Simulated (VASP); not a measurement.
An input for Ansatz (written as the equivalent of a VASP run, and not itself run):

Ansatz 0.2 input:
```yaml
crystal:
  lattice:
    - [4.0040749, 0.0000000, 0.0000000]
    - [0.0000000, 4.0040749, 0.0000000]
    - [0.0000000, 0.0000000, 7.5147384]
  atoms:
    - { symbol: Ce, position: [0.0000000, 0.5000000, 0.7389770] }
    - { symbol: Ce, position: [0.5000000, 0.0000000, 0.2610230] }
    - { symbol: S, position: [0.0000000, 0.5000000, 0.3628457] }
    - { symbol: S, position: [0.5000000, 0.0000000, 0.6371543] }
    - { symbol: S, position: [0.0000000, 0.0000000, 0.0000000] }
    - { symbol: S, position: [0.5000000, 0.5000000, 0.0000000] }
kpoints:
  mp_grid: { grid: [9, 9, 5] }
hamiltonian:
  xc: pbesol
  pseudopotentials: { kind: paw }
scf:
  occupations: { method: tetrahedron }
  max_iter: 100
output: { forces: true, stress: true, eigenvalues: true }
```

**Question.** Write the VASP files for the same calculation (PBEsol).

**Answer.** Several could match; the one computed here: 
INCAR:
```
# general
SYSTEM  = CeS2
PREC    = Accurate
ENCUT   = 400
LREAL   = F
LASPH   = T

# electronic loop
EDIFF   = 1E-7
NELM    = 100
ALGO    = Normal
LMAXMIX = 6

# smearing
ISMEAR  = -5

# functional
GGA     = PS

# ions
ISIF    = 2

# output
LWAVE   = F
LCHARG  = T
LORBIT  = 11
NEDOS   = 601

# other
LEFG    = T
```

**KPOINTS**
```
Automatic mesh
0
gamma
9 9 5
```

File POSCAR:
```
CeS2
1.0
  4.0040748587   0.0000000000   0.0000000000
  0.0000000000   4.0040748587   0.0000000000
  0.0000000000   0.0000000000   7.5147384118
Ce S
2 4
Cart
  0.0000000000   2.0020374294   5.5532191119
  2.0020374294   0.0000000000   1.9615192999
  0.0000000000   2.0020374294   2.7266907320
  2.0020374294   0.0000000000   4.7880476798
  0.0000000000   0.0000000000   0.0000000000
  2.0020374294   2.0020374294   0.0000000000
```

POTCAR, in this order: Ce S (PBE.64 set). Program: vasp_std.

Limits of the translation: each code has its own PAW files, so the cut-off isn't converted (ENCUT is set for VASP's; basis.ecutwfc is left out, and Ansatz then takes the one that its files recommend); Ansatz stops its SCF on the density residual and VASP on the energy change (EDIFF); the field gradients of LEFG aren't asked of the other code.

The structure comes from a computed database's CeS2 entry (P4/nmm); how it stands against other phases isn't given here. It was relaxed first, which changed the volume by -6 %.
